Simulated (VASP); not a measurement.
TiCo (CsCl type) relaxed at rising pressure, in one space group throughout; other phases were not tried. The pressures are those reached. Computed with LDA (Ceperley-Alder, Perdew-Zunger), VASP's LDA PAW potentials (set 64) (plane waves; VASP).

```json
[
 {"P (GPa)": "-0.02", "V (Å³/atom)": "12.192", "k-mesh": "13×13×13"},
 {"P (GPa)": "4.88", "V (Å³/atom)": "11.923", "k-mesh": "13×13×13"},
 {"P (GPa)": "9.89", "V (Å³/atom)": "11.676", "k-mesh": "13×13×13"},
 {"P (GPa)": "19.72", "V (Å³/atom)": "11.258", "k-mesh": "13×13×13"},
 {"P (GPa)": "29.72", "V (Å³/atom)": "10.896", "k-mesh": "13×13×13"}
]
```

**Question.** Fit an equation of state and predict the volume at 44.75 GPa.

**Answer.** Least squares on the third-order Birch-Murnaghan form, P = (3B0/2)(y⁷ − y⁵)[1 + (3/4)(B′ − 4)(y² − 1)] with y = (V0/V)^(1/3), gives V0 = 12.190 Å³/atom, B0 = 210 GPa and B′ = 4.1, and so 10.442 Å³/atom. The run gave 10.436 Å³/atom, -0.1 % from the fit.

Pressures at which the relaxation failed are left out.

The compound is TiCo in the CsCl type structure. The run is not spin-polarised, so no magnetic state was tried. The electron count is odd and the run is not spin-polarised, which forces a metal.
